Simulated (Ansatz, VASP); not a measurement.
## ReF2: VASP beside Ansatz

```xyz
3
Lattice="0.0000 2.6406 2.6406 2.6406 0.0000 2.6406 2.6406 2.6406 0.0000" Properties=species:S:1:pos:R:3 pbc="T T T"
Re    0.0000    0.0000    0.0000
F     1.3203    1.3203    1.3203
F     3.9609    3.9609    3.9609
```

Alike in both runs: functional PBE; k mesh 16 × 16 × 16; occupations gaussian, width 0.1 eV; collinear spin.

Ansatz relaxed the structure, and its values are those at the end. VASP's run is a single point on that final structure, the one shown.

|  | VASP | Ansatz |
| --- | --- | --- |
| version | VASP 6.6.1 | Ansatz 0.2.0 |
| potentials or method | VASP PAW PBE potentials, release 64 (Re, F) | scalar-relativistic, plane waves, PAW |
| plane-wave cutoff (eV) | 520 | 420 |
| valence electrons in the cell | 21 | 29 |

Ansatz gave:

- gap on the k mesh at the Fermi level (eV): none
- pressure (GPa): 0.0
- net moment per atom (μB): 0.30
- size of the moment on the site where the two differ most (μB): 0.59

Task: What did VASP give for the same quantities?

Result: gap on the k mesh at the Fermi level (eV): none; pressure (GPa): -0.3; net moment per atom (μB): 0.30; size of the moment on the site where the two differ most (μB): 0.81.

Site moments also hang on the region over which each program counts them. A gap of «none» marks a metal or a gap that the smearing closes. The two sets of potentials don't hold the same shells in valence.

The runs have no spin-orbit coupling, so splittings on Re are missing.
